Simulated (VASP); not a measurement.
OSZICAR of a VASP run on InP (space group F-43m):

**OSZICAR**
```
       N       E                     dE             d eps       ncg     rms          rms(c)
DAV:   1     0.919669925425E+02    0.91967E+02   -0.63021E+03   520   0.105E+03
DAV:   2    -0.303152201806E+01   -0.94999E+02   -0.92222E+02   540   0.267E+02
DAV:   3    -0.865618619851E+01   -0.56247E+01   -0.55985E+01   695   0.740E+01
DAV:   4    -0.877697575718E+01   -0.12079E+00   -0.12075E+00   604   0.120E+01
DAV:   5    -0.878187427962E+01   -0.48985E-02   -0.48983E-02   733   0.199E+00    0.589E+00
DAV:   6    -0.838113053213E+01    0.40074E+00   -0.73958E-01   773   0.154E+01    0.363E+00
DAV:   7    -0.834979511791E+01    0.31335E-01   -0.20859E-01   718   0.399E+00    0.130E+00
DAV:   8    -0.834987461118E+01   -0.79493E-04   -0.17763E-02   639   0.194E+00    0.380E-01
DAV:   9    -0.835052309921E+01   -0.64849E-03   -0.20092E-03   648   0.682E-01    0.192E-01
DAV:  10    -0.835059280796E+01   -0.69709E-04   -0.22413E-04   774   0.154E-01    0.137E-01
DAV:  11    -0.835063627100E+01   -0.43463E-04   -0.27933E-05   575   0.472E-02    0.472E-02
DAV:  12    -0.835065187002E+01   -0.15599E-04   -0.42830E-05   603   0.112E-01    0.211E-02
DAV:  13    -0.835065206334E+01   -0.19332E-06   -0.18001E-06   495   0.126E-02
   1 F= -.83506521E+01 E0= -.83506521E+01  d E =-.478451E-19
```

Q: Which electronic solver shows in the log?

A: It is blocked Davidson (ALGO = Normal, or the opening steps of other solvers). The INCAR had ALGO = Normal.

Q: Can the final energy be trusted as converged?

A: The calculation finished and met its thresholds. It stopped with EDIFF = 1E-6, NELM = 100 (PBE GGA, plane waves, VASP's PBE PAW potentials (set 64)).

The structure comes from a computed database's InP entry; how it stands against other phases isn't given here. The cell was not relaxed at this level. The run is one of a series of settings (AEXX removed, HFRCUT removed, ISYM removed, LHFCALC removed, PRECFOCK removed against the base run), some of them coarse on purpose.
